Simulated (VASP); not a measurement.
These are PBEsol GGA, VASP's PBE PAW potentials (set 64) (plane waves; VASP) values and carry that method's errors.

VASP input:

### KPOINTS
```
k-points along high-symmetry lines
12
Line-mode
Reciprocal
  0.000000   0.000000   0.000000 ! GAMMA
  0.000000   0.000000  -0.500000 ! T

  0.000000   0.000000  -0.500000 ! T
 -0.328125   0.328125  -0.500000 ! H_2

 -0.343750   0.328125  -0.187500 ! H_0
  0.000000   0.500000   0.500000 ! L

  0.000000   0.500000   0.500000 ! L
  0.000000   0.000000   0.000000 ! GAMMA

  0.000000   0.000000   0.000000 ! GAMMA
 -0.335938   0.335938   0.000000 ! S_0

 -0.335938   0.328125  -0.343750 ! S_2
 -0.500000   0.000000  -1.000000 ! F

 -0.500000   0.000000  -1.000000 ! F
  0.000000   0.000000   0.000000 ! GAMMA
```

### INCAR
```
ALGO = Normal
EDIFF = 1E-7
ENCUT = 400
GGA = PS
ICHARG = 11
ISMEAR = 0
LASPH = .TRUE.
LCHARG = .FALSE.
LMAXMIX = 4
LORBIT = 11
LREAL = .FALSE.
LWAVE = .FALSE.
NELM = 100
PREC = Accurate
SIGMA = 0.05
SYSTEM = Ge2Si6
```

**POSCAR**
```
Ge2Si6
1
    0.0000000000     2.7484303519     2.7484303519
    2.7484303519     0.0000000000     2.7484303519
   10.9586496894    10.9586496894     0.0350717183
Si Ge
6 2
Direct
  0.9933489063   0.9933489063   0.0049883203
  0.2468764384   0.2468764384   0.0648426712
  0.9984879061   0.9984879061   0.2511340705
  0.2515120939   0.2515120939   0.3113659295
  0.0031235616   0.0031235616   0.4976573288
  0.2566510937   0.2566510937   0.5575116797
  0.0041830803   0.0041830803   0.7468626898
  0.2458169197   0.2458169197   0.8156373102
```

POTCAR, in this order: Si Ge_d (PBE.64 set). Program: vasp_std. Read from the step before: CHGCAR.

Output of the run:

### OSZICAR
```
       N       E                     dE             d eps       ncg     rms          rms(c)
DAV:   1     0.353109298031E+03    0.35311E+03   -0.20568E+04  6369   0.238E+03
DAV:   2     0.218621398324E+02   -0.33125E+03   -0.32252E+03  5358   0.629E+02
DAV:   3    -0.345543514516E+02   -0.56416E+02   -0.55209E+02  6445   0.151E+02
DAV:   4    -0.373077509273E+02   -0.27534E+01   -0.26924E+01  6395   0.387E+01
DAV:   5    -0.373875118907E+02   -0.79761E-01   -0.79651E-01  6692   0.667E+00
DAV:   6    -0.373904993559E+02   -0.29875E-02   -0.29867E-02  7417   0.111E+00
DAV:   7    -0.373905875611E+02   -0.88205E-04   -0.88193E-04  7092   0.159E-01
DAV:   8    -0.373905903231E+02   -0.27620E-05   -0.27614E-05  7455   0.221E-02
DAV:   9    -0.373905904283E+02   -0.10518E-06   -0.10487E-06  4834   0.302E-03
DAV:  10    -0.373905904365E+02   -0.81536E-08   -0.81607E-08  4365   0.103E-03
   1 F= -.37390590E+02 E0= -.37390590E+02  d E =-.208006E-07
```

### OUTCAR
```
 val. band max:        5.6750592573   @ k =   0.0000   0.0000   0.0000

 cond. band min:       6.0147151772   @ k =  -0.4545   0.0000  -0.9091



 k-point     1 :       0.0000    0.0000    0.0000
  band No.  band energies     occupation
      1     -18.7927      2.00000
      2     -18.7927      2.00000
      3     -18.7044      2.00000
      4     -18.7044      2.00000
      5     -18.6287      2.00000
      6     -18.6206      2.00000
      7     -18.4971      2.00000
      8     -18.4971      2.00000
      9     -18.4590      2.00000
     10     -18.4590      2.00000
     11      -6.7763      2.00000
     12      -5.9793      2.00000
     13      -5.6869      2.00000
     14      -4.2820      2.00000
     15      -1.6347      2.00000
     16       1.3075      2.00000
     17       1.5612      2.00000
     18       4.1669      2.00000
     19       4.1669      2.00000
     20       4.5514      2.00000
     21       4.5514      2.00000
     22       4.8304      2.00000
     23       4.8304      2.00000
     24       5.5685      2.00000
     25       5.6750      2.00000
     26       5.6751      2.00000
     27       6.5655      0.00000
     28       7.0602      0.00000
     29       7.1169      0.00000
     30       7.9681      0.00000
     31       7.9711      0.00000

 k-point     2 :       0.0000    0.0000   -0.0455
  band No.  band energies     occupation
      1     -18.7927      2.00000
      2     -18.7927      2.00000
      3     -18.7045      2.00000
      4     -18.7044      2.00000
      5     -18.6287      2.00000
      6     -18.6206      2.00000
      7     -18.4971      2.00000
      8     -18.4971      2.00000
      9     -18.4590      2.00000
     10     -18.4590      2.00000
     11      -6.7753      2.00000
     12      -5.9917      2.00000
     13      -5.6715      2.00000
     14      -4.2891      2.00000
     15      -1.6242      2.00000
     16       1.1943      2.00000
     17       1.6772      2.00000
     18       4.1675      2.00000
...
```

The density is held fixed in this step, so its total energy and stress have no physical meaning.

The structure was generated: Ge2Si6 was put into an ordered model structure (R-3m), which need not be its known phase. It was relaxed first.
